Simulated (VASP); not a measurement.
All values below come from RPBE GGA, VASP's PBE PAW potentials (set 64) (plane waves; VASP 6.6.1).

Input for VASP

**POSCAR**
```
Si
1
    0.0000000000     2.7486609990     2.7486609990
    2.7486609990     0.0000000000     2.7486609990
    2.7486609990     2.7486609990    -0.0000000000
Si
2
Direct
  0.0000000000   0.0000000000   0.0000000000
  0.2500000000   0.2500000000   0.2500000000
```

**KPOINTS**
```
Automatic mesh
0
Gamma
8 8 8
0 0 0
```

**INCAR**
```
! general
SYSTEM  =  Si
PREC    =  Accurate
ENCUT   =  520   ! plane-wave cut-off (eV)
LREAL   =  .False.   ! projection in real space or not
LASPH   =  .True.   ! aspherical one-centre terms

! electronic loop
EDIFF   =  1E-6
NELM    =  100   ! most electronic steps
ALGO    =  Normal   ! blocked Davidson

! smearing
ISMEAR  =  0   ! Gaussian
SIGMA   =  0.05

! functional
GGA     =  RP   ! RPBE

! ions
IBRION  =  2
NSW     =  60
ISIF    =  3
EDIFFG  =  -0.01   ! ionic stop

! output
LWAVE   =  .False.
LCHARG  =  .False.
```

POTCAR, in this order: Si (PBE.64 set). Program: vasp_std.

The run wrote:

OUTCAR:
```
 ion  position               nearest neighbor table
   1  0.000  0.000  0.000-   2 2.38   2 2.38   2 2.38   2 2.38
   2  0.250  0.250  0.250-   1 2.38   1 2.38   1 2.38   1 2.38
  LATTYP: Found a face centered cubic cell.
 ALAT       =     5.4973219980
 Subroutine PRICEL returns:
 Original cell was already a primitive cell.
 Subroutine GETGRP returns: Found 48 space group operations
The static configuration has the point symmetry T_d .
 The point group associated with its full space group is O_h .
The dynamic configuration has the point symmetry T_d .
 Subroutine INISYM returns: Found 48 space group operations
 Subroutine IBZKPT returns following result:
 Found     29 irreducible k-points:

 Following reciprocal coordinates:
            Coordinates               Weight
  0.000000  0.000000  0.000000      1.000000
  0.125000  0.000000  0.000000      8.000000
  0.250000  0.000000  0.000000      8.000000
  0.375000  0.000000  0.000000      8.000000
  0.500000  0.000000  0.000000      4.000000
  0.125000  0.125000  0.000000      6.000000
  0.250000  0.125000  0.000000     24.000000
  0.375000  0.125000  0.000000     24.000000
  0.500000  0.125000  0.000000     24.000000
 -0.375000  0.125000  0.000000     24.000000
 -0.250000  0.125000  0.000000     24.000000
 -0.125000  0.125000  0.000000     12.000000
  0.250000  0.250000  0.000000      6.000000
  0.375000  0.250000  0.000000     24.000000
  0.500000  0.250000  0.000000     24.000000
 -0.375000  0.250000  0.000000     24.000000
 -0.250000  0.250000  0.000000     12.000000
  0.375000  0.375000  0.000000      6.000000
  0.500000  0.375000  0.000000     24.000000
 -0.375000  0.375000  0.000000     12.000000
  0.500000  0.500000  0.000000      3.000000
  0.375000  0.250000  0.125000     24.000000
  0.500000  0.250000  0.125000     48.000000
...
```

File OSZICAR:
```
       N       E                     dE             d eps       ncg     rms          rms(c)
DAV:   1     0.987200691601E+01    0.98720E+01   -0.32039E+03   464   0.751E+02
DAV:   2    -0.101664201483E+02   -0.20038E+02   -0.19709E+02   704   0.841E+01
DAV:   3    -0.104417538837E+02   -0.27533E+00   -0.27533E+00   544   0.123E+01
DAV:   4    -0.104431166726E+02   -0.13628E-02   -0.13628E-02   792   0.106E+00
DAV:   5    -0.104431178854E+02   -0.12127E-05   -0.12127E-05   568   0.207E-02    0.552E+00
DAV:   6    -0.103571399624E+02    0.85978E-01   -0.54567E-02   576   0.129E+00    0.336E+00
DAV:   7    -0.103192715695E+02    0.37868E-01   -0.11125E-01   600   0.207E+00    0.162E-01
DAV:   8    -0.103212423163E+02   -0.19707E-02   -0.37725E-03   536   0.460E-01    0.997E-02
DAV:   9    -0.103220319720E+02   -0.78966E-03   -0.13022E-03   544   0.256E-01    0.477E-02
DAV:  10    -0.103220680298E+02   -0.36058E-04   -0.38265E-05   656   0.511E-02    0.150E-02
DAV:  11    -0.103220791696E+02   -0.11140E-04   -0.24479E-05   552   0.375E-02    0.104E-02
DAV:  12    -0.103220789515E+02    0.21811E-06   -0.29588E-07   512   0.516E-03
   1 F= -.10322079E+02 E0= -.10322079E+02  d E =-.103221E+02
```

File OUTCAR:
```
------------------------ aborting loop because EDIFF is reached ----------------------------------------
  FORCE on cell =-STRESS in cart. coord.  units (eV):
  Direction    XX          YY          ZZ          XY          YZ          ZX
  --------------------------------------------------------------------------------------
  Total        0.0027395      0.0027395      0.0027395     -0.0000000      0.0000000      0.0000000
  in kB        0.1056772      0.1056772      0.1056772     -0.0000000      0.0000000      0.0000000
  external PRESSURE =       0.1056772 kB  Pullay stress =       0.0000000 kB
  volume of cell :       41.53
      direct lattice vectors                 reciprocal lattice vectors
     0.000000000  2.748660999  2.748660999    -0.181906754  0.181906754  0.181906754
     2.748660999  0.000000000  2.748660999     0.181906754 -0.181906754  0.181906754
     2.748660999  2.748660999  0.000000000     0.181906754  0.181906754 -0.181906754
 POSITION                                       TOTAL-FORCE (eV/Angst)
 -----------------------------------------------------------------------------------
      0.00000      0.00000      0.00000        -0.000000      0.000000      0.000000
      1.37433      1.37433      1.37433         0.000000     -0.000000     -0.000000
 -----------------------------------------------------------------------------------
    total drift:                               -0.000000     -0.000000     -0.000000
  FREE ENERGIE OF THE ION-ELECTRON SYSTEM (eV)
  ---------------------------------------------------
  free  energy   TOTEN  =       -10.3220789515 eV

  energy  without entropy=      -10.3220789515  energy(sigma->0) =      -10.32207895

 reached required accuracy - stopping structural energy minimisation
```
(Selected blocks of OUTCAR.)

OUTCAR:
```
 val. band max:        5.5339354675   @ k =   0.0000   0.0000   0.0000

 cond. band min:       6.2672584255   @ k =   0.3750   0.3750   0.0000


 Fermi energy:         5.8028764057

 k-point     1 :       0.0000    0.0000    0.0000
  band No.  band energies     occupation
      1      -6.1523      2.00000
      2       5.5339      2.00000
      3       5.5339      2.00000
      4       5.5339      2.00000
      5       8.0887      0.00000
      6       8.0887      0.00000
      7       8.0887      0.00000
      8       8.6107      0.00000

 k-point     2 :       0.1250    0.0000    0.0000
  band No.  band energies     occupation
      1      -5.9547      2.00000
      2       3.9616      2.00000
      3       5.2563      2.00000
      4       5.2563      2.00000
      5       7.9748      0.00000
      6       8.4977      0.00000
      7       8.4977      0.00000
      8      10.0193      0.00000

 k-point     3 :       0.2500    0.0000    0.0000
  band No.  band energies     occupation
      1      -5.3791      2.00000
      2       1.6964      2.00000
      3       4.7994      2.00000
      4       4.7994      2.00000
      5       7.5041      0.00000
      6       9.0154      0.00000
      7       9.0154      0.00000
      8      12.2519      0.00000

 k-point     4 :       0.3750    0.0000    0.0000
  band No.  band energies     occupation
      1      -4.5202      2.00000
      2      -0.2581      2.00000
      3       4.4795      2.00000
      4       4.4795      2.00000
      5       7.1461      0.00000
      6       8.9921      0.00000
      7       8.9921      0.00000
      8      13.4627      0.00000

 k-point     5 :       0.5000    0.0000    0.0000
  band No.  band energies     occupation
      1      -3.9166      2.00000
      2      -1.2356      2.00000
      3       4.3696      2.00000
      4       4.3696      2.00000
      5       7.0196      0.00000
      6       8.8946      0.00000
      7       8.8946      0.00000
...
```

The compound is Si in the diamond structure. It was relaxed first. The start is the result of an earlier pass.
